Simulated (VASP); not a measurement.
Calculation: PBEsol GGA, VASP's PBE PAW potentials (set 64) (plane waves; VASP).

Input for VASP

INCAR:
```
SYSTEM  =  CoSi2
PREC  =  Accurate; ENCUT  =  480; LREAL  =  .False.
LASPH  =  .True.
EDIFF  =  1E-7; NELM  =  100; ALGO  =  Normal
LMAXMIX  =  4
ISMEAR  =  1; SIGMA  =  0.1
GGA  =  PS
IBRION  =  2; NSW  =  40; ISIF  =  3
EDIFFG  =  -0.01; PSTRESS  =  100
LWAVE  =  .False.; LCHARG  =  .False.
```

**KPOINTS**
```
Automatic mesh
0
Gamma
10 10 10
0 0 0
```

### POSCAR
```
CoSi2
1
    0.0000000000     2.6558243431     2.6558243431
    2.6558243431     0.0000000000     2.6558243431
    2.6558243431     2.6558243431     0.0000000000
Co Si
1 2
Direct
  0.0000000000   0.0000000000   0.0000000000
  0.2500000000   0.2500000000   0.2500000000
  0.7500000000   0.7500000000   0.7500000000
```

POTCAR, in this order: Co Si (PBE.64 set). Program: vasp_std.

Output of the run:

OSZICAR:
```
       N       E                     dE             d eps       ncg     rms          rms(c)
DAV:   1     0.681937655381E+02    0.68194E+02   -0.66480E+03  1128   0.126E+03
DAV:   2    -0.183435642295E+02   -0.86537E+02   -0.80794E+02  1156   0.252E+02
DAV:   3    -0.225040243785E+02   -0.41605E+01   -0.40293E+01  1436   0.635E+01
DAV:   4    -0.226080928631E+02   -0.10407E+00   -0.10379E+00  1376   0.951E+00
DAV:   5    -0.226112768381E+02   -0.31840E-02   -0.31832E-02  1492   0.176E+00    0.155E+01
DAV:   6    -0.261432985208E+02   -0.35320E+01   -0.43780E+01  1424   0.141E+02    0.177E+01
DAV:   7    -0.210129410870E+02    0.51304E+01   -0.17994E+01  1488   0.111E+02    0.373E+00
DAV:   8    -0.210212214416E+02   -0.82804E-02   -0.10755E+00  1332   0.852E+00    0.185E+00
DAV:   9    -0.209836929355E+02    0.37529E-01   -0.10506E-01  1444   0.680E+00    0.442E-01
DAV:  10    -0.209830500508E+02    0.64288E-03   -0.63343E-03  1516   0.918E-01    0.761E-02
DAV:  11    -0.209830010228E+02    0.49028E-04   -0.35902E-04  1688   0.331E-01    0.476E-02
DAV:  12    -0.209830086107E+02   -0.75879E-05   -0.21648E-05  1288   0.609E-02    0.225E-02
DAV:  13    -0.209830081215E+02    0.48925E-06   -0.26723E-06  1432   0.138E-02    0.418E-03
DAV:  14    -0.209830081158E+02    0.56891E-08   -0.49338E-07  1440   0.107E-02
   1 F= -.18644615E+02 E0= -.18644997E+02  d E =-.186446E+02
       N       E                     dE             d eps       ncg     rms          rms(c)
DAV:   1    -0.230446366764E+02   -0.20616E+01   -0.28843E+01  1320   0.110E+02    0.156E+01
DAV:   2    -0.270510311715E+02   -0.40064E+01   -0.57105E+01  1316   0.169E+02    0.186E+01
DAV:   3    -0.206110674837E+02    0.64400E+01   -0.23193E+01  1404   0.129E+02    0.316E+00
DAV:   4    -0.206914357806E+02   -0.80368E-01   -0.13193E+00  1208   0.933E+00    0.205E+00
DAV:   5    -0.206584999892E+02    0.32936E-01   -0.61522E-02  1544   0.494E+00    0.107E+00
DAV:   6    -0.206539754042E+02    0.45246E-02   -0.11002E-02  1276   0.917E-01    0.250E-01
DAV:   7    -0.206535926258E+02    0.38278E-03   -0.82365E-04  1620   0.569E-01    0.143E-01
DAV:   8    -0.206535403692E+02    0.52257E-04   -0.35090E-04  1668   0.240E-01    0.421E-02
DAV:   9    -0.206535378725E+02    0.24967E-05   -0.11183E-05  1432   0.377E-02    0.136E-02
DAV:  10    -0.206535377583E+02    0.11421E-06   -0.65897E-07  1516   0.108E-02    0.589E-03
DAV:  11    -0.206535377368E+02    0.21510E-07   -0.55466E-07  1204   0.162E-02
   2 F= -.18566709E+02 E0= -.18567065E+02  d E =0.779066E-01
       N       E                     dE             d eps       ncg     rms          rms(c)
DAV:   1    -0.218305656926E+02   -0.11770E+01   -0.10885E+01  1228   0.696E+01    0.854E+00
DAV:   2    -0.238239475471E+02   -0.19934E+01   -0.24998E+01  1640   0.117E+02    0.145E+01
DAV:   3    -0.209526986784E+02    0.28712E+01   -0.11563E+01  1472   0.695E+01    0.229E+00
DAV:   4    -0.209508518566E+02    0.18468E-02   -0.26298E-01  1196   0.542E+00    0.136E+00
DAV:   5    -0.209345708332E+02    0.16281E-01   -0.19428E-02  1704   0.251E+00    0.311E-01
DAV:   6    -0.209342890101E+02    0.28182E-03   -0.11832E-03  1560   0.370E-01    0.172E-01
DAV:   7    -0.209342539201E+02    0.35090E-04   -0.38062E-05  1684   0.945E-02    0.723E-02
DAV:   8    -0.209342531383E+02    0.78185E-06   -0.95701E-06  1724   0.415E-02    0.775E-03
DAV:   9    -0.209342530628E+02    0.75535E-07   -0.83029E-07  1544   0.121E-02
   3 F= -.18697801E+02 E0= -.18698152E+02  d E =-.531855E-01
       N       E                     dE             d eps       ncg     rms          rms(c)
DAV:   1    -0.209324206692E+02    0.18325E-02   -0.18581E-03  1276   0.894E-01    0.119E-01
DAV:   2    -0.209328377816E+02   -0.41711E-03   -0.45828E-03  1492   0.152E+00    0.196E-01
DAV:   3    -0.209322684825E+02    0.56930E-03   -0.22999E-03  1468   0.109E+00    0.224E-02
DAV:   4    -0.209322650340E+02    0.34485E-05   -0.38094E-05  1188   0.605E-02    0.692E-03
DAV:   5    -0.209322644794E+02    0.55464E-06   -0.17763E-06  1664   0.247E-02    0.252E-03
DAV:   6    -0.209322644614E+02    0.17931E-07   -0.92616E-08   680   0.539E-03
   4 F= -.18697820E+02 E0= -.18698171E+02  d E =-.532048E-01
```

OUTCAR:
```
------------------------ aborting loop because EDIFF is reached ----------------------------------------
  FORCE on cell =-STRESS in cart. coord.  units (eV):
  Direction    XX          YY          ZZ          XY          YZ          ZX
  --------------------------------------------------------------------------------------
  Total        2.2396668      2.2396668      2.2396668      0.0000000      0.0000000     -0.0000000
  in kB      100.2337290    100.2337290    100.2337290      0.0000000      0.0000000     -0.0000000
  external PRESSURE =       0.2337290 kB  Pullay stress =     100.0000000 kB
  volume of cell :       35.80
      direct lattice vectors                 reciprocal lattice vectors
     0.000000000  2.615873287  2.615873287    -0.191140757  0.191140757  0.191140757
     2.615873287  0.000000000  2.615873287     0.191140757 -0.191140757  0.191140757
     2.615873287  2.615873287  0.000000000     0.191140757  0.191140757 -0.191140757
 POSITION                                       TOTAL-FORCE (eV/Angst)
 -----------------------------------------------------------------------------------
      2.61587      0.00000      2.61587        -0.000000     -0.000000     -0.000000
      1.30794      1.30794      1.30794         0.000000      0.000000     -0.000000
      3.92381      3.92381      3.92381        -0.000000     -0.000000      0.000000
 -----------------------------------------------------------------------------------
    total drift:                                0.000000     -0.000000      0.000000
  FREE ENERGIE OF THE ION-ELECTRON SYSTEM (eV)
  ---------------------------------------------------
  free  energy   TOTEN  =       -20.9322644614 eV

  energy  without entropy=      -20.9333166325  energy(sigma->0) =      -20.93261519
  enthalpy is  TOTEN    =       -18.6978202191 eV   P V=        2.2344442423

 reached required accuracy - stopping structural energy minimisation
```
(Selected blocks of OUTCAR.)

File CONTCAR:
```
CoSi2
   1.00000000000000
     0.0000000000000000    2.6158732866751202    2.6158732866751202
     2.6158732866751202    0.0000000000000000    2.6158732866751202
     2.6158732866751202    2.6158732866751202    0.0000000000000000
  Co              Si
     1     2
Direct
     0.0000000000000000    1.0000000000000000    0.0000000000000000
     0.2500000000000000    0.2500000000000000    0.2500000000000000
     0.7500000000000000    0.7500000000000000    0.7500000000000000
```

### OUTCAR
```
 val. band max:       10.9065262182   @ k =   0.4000   0.0000   0.0000

 cond. band min:      10.9987136267   @ k =  -0.2000   0.3000   0.1000


 Fermi energy:        10.9552041854

 k-point     1 :       0.0000    0.0000    0.0000
  band No.  band energies     occupation
      1      -2.7022      2.00000
      2       6.5637      2.00000
      3       6.5637      2.00000
      4       6.5637      2.00000
      5       8.8191      2.00000
      6       8.8191      2.00000
      7      12.4856     -0.00000
      8      14.4139      0.00000
      9      14.4139      0.00000
     10      14.4139      0.00000
     11      14.6907      0.00000
     12      14.6907      0.00000

 k-point     2 :       0.1000    0.0000    0.0000
  band No.  band energies     occupation
      1      -2.5418      2.00000
      2       6.2249      2.00000
      3       6.6205      2.00000
      4       6.6205      2.00000
      5       8.7709      2.00000
      6       8.7709      2.00000
      7      12.1982     -0.00000
      8      13.1182      0.00000
      9      13.6153      0.00000
     10      13.6153      0.00000
     11      15.5580      0.00000
     12      15.5580      0.00000

 k-point     3 :       0.2000    0.0000    0.0000
  band No.  band energies     occupation
      1      -2.0653      2.00000
      2       5.3142      2.00000
      3       6.7675      2.00000
      4       6.7675      2.00000
      5       8.6848      2.00000
      6       8.6848      2.00000
      7      10.6678      2.00037
      8      12.7033     -0.00000
      9      12.7033     -0.00000
     10      13.5148      0.00000
     11      15.4103      0.00000
     12      15.4103      0.00000

 k-point     4 :       0.3000    0.0000    0.0000
  band No.  band energies     occupation
      1      -1.2876      2.00000
      2       4.0216      2.00000
      3       6.9318      2.00000
      4       6.9318      2.00000
      5       8.7022      2.00000
      6       8.7022      2.00000
...
```

Energy and stress use the plane-wave basis of the starting cell.

The compound is CoSi2 in the fluorite structure. This run relaxes it under an external pressure of 10 GPa. Symmetry was kept, so distortions that lower it aren't found. The run is not spin-polarised, so no magnetic state was tried. The electron count is odd and the run is not spin-polarised, which forces a metal.
